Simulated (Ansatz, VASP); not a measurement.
# Be5Ge in VASP and in Ansatz

```
Be Ge
1.0
     4.40903    0.00000    0.00000
    -2.20452    3.81833    0.00000
     0.00000    0.00000    3.59297
Be Ge
5 1
Direct
  0.33333 0.66667 0.00000
  0.66667 0.33333 0.00000
  0.50000 0.00000 0.50000
  0.50000 0.50000 0.50000
  0.00000 0.50000 0.50000
  0.00000 0.00000 0.00000
```

Alike in both runs: functional PBEsol; k mesh 6 × 6 × 6; occupations gaussian, width 0.1 eV; no spin polarisation.

Ansatz relaxed the structure, and its values are those at the end. VASP's run is a single point on that final structure, the one shown.

|  | VASP | Ansatz |
| --- | --- | --- |
| version | VASP 6.6.1 | Ansatz 0.2.0 |
| potentials or method | VASP PAW PBE potentials, release 64 (Be, Ge_d) | scalar-relativistic, plane waves, PAW |
| plane-wave cutoff (eV) | 520 | 420 |
| valence electrons in the cell | 24 | 24 |

Ansatz gave:

* gap on the k mesh at the Fermi level (eV): none
* pressure (GPa): 0.3

Problem. Estimate VASP's values.

Solution. gap on the k mesh at the Fermi level (eV): none; pressure (GPa): 0.9.

A gap of «none» marks a metal or a gap that the smearing closes.

Caveats: the PAW data sets were made with another functional, which shifts forces and pressure a little (VASP).
